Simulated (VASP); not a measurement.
Given:

```xyz
4
Lattice="1.2752 -2.2087 0.0000 1.2752 2.2087 0.0000 0.0000 0.0000 4.2185" Properties=species:S:1:pos:R:3 pbc="T T T"
B      1.2752    -0.7362     2.1106
B      1.2752     0.7362     0.0014
N      1.2752    -0.7362     3.6898
N      1.2752     0.7362     1.5805
```

Level of theory: revTPSS meta-GGA, VASP's PBE PAW potentials (set 64) (plane waves; VASP). Settings: 520 eV cut-off, 11×11×6 Γ-centred mesh, tetrahedra with Blöchl corrections, potentials B N.

**Question.** Give the energies of bands 3 to 11 at the high-symmetry points, in eV from the valence-band maximum.

**Answer.** 
| band | Γ | M | K | A | L | H |
|---|---|---|---|---|---|---|
| 3 | -11.10 | -9.68 | -9.38 | -5.84 | -10.19 | -8.97 |
| 4 | -2.13 | -7.93 | -7.33 | -5.84 | -10.19 | -8.97 |
| 5 | -2.13 | -7.01 | -7.33 | -1.18 | -3.79 | -7.85 |
| 6 | -0.29 | -5.02 | -5.49 | -1.18 | -3.79 | -7.85 |
| 7 | 0.00 | -4.49 | -5.49 | -1.18 | -3.61 | -3.05 |
| 8 | 0.00 | -2.11 | -5.49 | -1.18 | -3.61 | -3.05 |
| 9 | 8.70 | 6.67 | 5.06 | 9.64 | 6.54 | 9.46 |
| 10 | 8.70 | 7.93 | 13.79 | 9.64 | 6.54 | 9.46 |
| 11 | 8.86 | 10.90 | 13.84 | 10.27 | 10.18 | 10.13 |

The gap is indirect, 5.06 eV, from the valence maximum at Γ to the conduction minimum at K.

The compound is BN in the wurtzite structure, a metastable high-pressure form. It was relaxed first.
